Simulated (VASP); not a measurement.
Ga3BiO4:

```
CELL_PARAMETERS angstrom
-3.39147 3.39147 2.85411
3.39147 -3.39147 2.85411
3.39147 3.39147 -2.85411
ATOMIC_POSITIONS crystal
Ga 0.50000 0.00000 0.50000
Ga 0.00000 0.50000 0.50000
Ga 0.50000 0.50000 0.00000
Bi 0.00000 0.00000 0.00000
O 0.92127 0.42127 0.84253
O 0.57873 0.07873 0.15747
O 0.07873 0.92127 0.50000
O 0.42127 0.57873 0.50000
```

The cell was built by a generator and needn't be a form met in nature.

```yaml
Program: VASP 6.6.1
Task: relaxation of cell and atoms
Functional: PBE
Potentials_or_basis: VASP PAW PBE potentials, release 64 (Ga_d, Bi_d, O)
Cutoff: 520 eV
k_mesh: 3 × 3 × 3
Occupations: gaussian, width 0.15 eV
Spin: no spin polarisation
```

At the start: pressure -12.7 GPa; volume 16.41 Å³/atom.

Problem. Where does the relaxation end?

Solution. Over 9 steps the energy falls by 280.7 meV/atom and the volume is 15.59 Å³/atom (-5.0 %); space group I422 (No. 97, to 0.05 Å).

Step by step:
```tsv
step	energy change (eV)	largest force (eV/Å)	pressure (GPa)	volume (Å³)
1	0.0000	2.5096	-12.73	131.31
2	-1.5687	0.9613	8.68	108.05
3	-1.6107	1.3229	4.60	110.69
4	-1.9970	0.4831	4.73	113.84
5	-2.0987	0.3277	5.31	116.37
6	-2.1811	0.3538	-3.14	127.11
7	-2.2087	0.1345	-0.44	123.34
8	-2.2434	0.0814	0.02	124.44
9	-2.2455	0.0688	0.05	124.75
```

Final structure:
```xyz
8
Lattice="-3.3880 3.3880 2.7171 3.3880 -3.3880 2.7171 3.3880 3.3880 -2.7171" Properties=species:S:1:pos:R:3 pbc="T T T"
Ga    0.0000    3.3880    0.0000
Ga    3.3880    0.0000    0.0000
Ga    0.0000    0.0000    2.7171
Bi    0.0000    0.0000    0.0000
O     0.9648    4.3528    1.3585
O    -0.9648    2.4232    1.3585
O     4.3528   -0.9648    1.3585
O     2.4232    0.9648    1.3585
```

Caveat: the k mesh is coarse (spacing up to 0.48 Å⁻¹), so the values aren't converged.
